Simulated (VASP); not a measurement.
Computed with PBEsol GGA, VASP's PBE PAW potentials (set 64) (plane waves; VASP).

The input files of a VASP run:

INCAR:
```
! general
SYSTEM   =  KMgF3
PREC     =  Accurate
ENCUT    =  620
LREAL    =  .False.
LASPH    =  .True.

! electronic loop
EDIFF    =  1E-6
NELM     =  100   ! most electronic steps
ALGO     =  Normal

! smearing
ISMEAR   =  0   ! Gaussian
SIGMA    =  0.05

! functional
GGA      =  PS

! ions
IBRION   =  2   ! conjugate gradients
NSW      =  40   ! most ionic steps
ISIF     =  3   ! ions, shape and volume
EDIFFG   =  -0.02
PSTRESS  =  450   ! kbar

! output
LWAVE    =  .False.
LCHARG   =  .False.
```

KPOINTS:
```
Automatic mesh
0
Gamma
 6 6 6
```

File POSCAR:
```
KMgF3
1
    3.6034479582    -0.0000000000     0.0000000000
    0.0000000000     3.6034479582     0.0000000000
   -0.0000000000    -0.0000000000     3.6034479582
K Mg F
1 1 3
Direct
  0.0000000000   0.0000000000   0.0000000000
  0.5000000000   0.5000000000   0.5000000000
  0.5000000000   0.0000000000   0.5000000000
  0.0000000000   0.5000000000   0.5000000000
  0.5000000000   0.5000000000   0.0000000000
```

POTCAR, in this order: K_sv Mg F (PBE.64 set). Program: vasp_std.

The resulting files:

**OSZICAR**
```
       N       E                     dE             d eps       ncg     rms          rms(c)
DAV:   1     0.288404313426E+03    0.28840E+03   -0.20812E+04   800   0.188E+03
DAV:   2    -0.135344512811E+02   -0.30194E+03   -0.29089E+03  1052   0.439E+02
DAV:   3    -0.252905690809E+02   -0.11756E+02   -0.11730E+02   952   0.858E+01
DAV:   4    -0.256430531838E+02   -0.35248E+00   -0.35208E+00  1296   0.129E+01
DAV:   5    -0.256458671787E+02   -0.28140E-02   -0.28139E-02   920   0.127E+00    0.967E+00
DAV:   6    -0.235218679482E+02    0.21240E+01   -0.77640E+00   892   0.280E+01    0.591E+00
DAV:   7    -0.235027456431E+02    0.19122E-01   -0.56685E-01  1080   0.570E+00    0.396E+00
DAV:   8    -0.234936477995E+02    0.90978E-02   -0.12819E-01   888   0.350E+00    0.625E-01
DAV:   9    -0.234879883122E+02    0.56595E-02   -0.55083E-02   952   0.188E+00    0.176E-01
DAV:  10    -0.234877846120E+02    0.20370E-03   -0.39556E-03  1012   0.545E-01    0.111E-01
DAV:  11    -0.234877939121E+02   -0.93002E-05   -0.65917E-05   980   0.658E-02    0.144E-01
DAV:  12    -0.234878044119E+02   -0.10500E-04   -0.34759E-05  1000   0.589E-02    0.119E-02
DAV:  13    -0.234878030495E+02    0.13624E-05   -0.15213E-05   956   0.304E-02    0.873E-03
DAV:  14    -0.234878019023E+02    0.11472E-05   -0.30665E-06   820   0.175E-02    0.547E-03
DAV:  15    -0.234878019398E+02   -0.37551E-07   -0.31450E-07   568   0.448E-03
   1 F= -.10345946E+02 E0= -.10345946E+02  d E =-.103459E+02
```

### OUTCAR
```
------------------------ aborting loop because EDIFF is reached ----------------------------------------
  FORCE on cell =-STRESS in cart. coord.  units (eV):
  Direction    XX          YY          ZZ          XY          YZ          ZX
  --------------------------------------------------------------------------------------
  Total       13.0855428     13.0855428     13.0855428      0.0000000      0.0000000     -0.0000000
  in kB      448.0717495    448.0717495    448.0717495      0.0000000      0.0000000     -0.0000000
  external PRESSURE =      -1.9282505 kB  Pullay stress =     450.0000000 kB
  volume of cell :       46.79
      direct lattice vectors                 reciprocal lattice vectors
     3.603447958  0.000000000  0.000000000     0.277511986  0.000000000  0.000000000
     0.000000000  3.603447958  0.000000000     0.000000000  0.277511986  0.000000000
     0.000000000  0.000000000  3.603447958     0.000000000  0.000000000  0.277511986
 POSITION                                       TOTAL-FORCE (eV/Angst)
 -----------------------------------------------------------------------------------
      0.00000      0.00000      0.00000         0.000000      0.000000      0.000000
      1.80172      1.80172      1.80172         0.000000      0.000000      0.000000
      1.80172      0.00000      1.80172         0.000000      0.000000      0.000000
      0.00000      1.80172      1.80172         0.000000      0.000000      0.000000
      1.80172      1.80172      0.00000         0.000000      0.000000      0.000000
 -----------------------------------------------------------------------------------
    total drift:                                0.000000      0.000000     -0.000000
  FREE ENERGIE OF THE ION-ELECTRON SYSTEM (eV)
  ---------------------------------------------------
  free  energy   TOTEN  =       -23.4878019398 eV

  energy  without entropy=      -23.4878019398  energy(sigma->0) =      -23.48780194
  enthalpy is  TOTEN    =       -10.3459462423 eV   P V=       13.1418556976

 reached required accuracy - stopping structural energy minimisation
```
(Selected blocks of OUTCAR.)

The compound is KMgF3 in the cubic perovskite structure. It was relaxed first under an external pressure of 45 GPa.
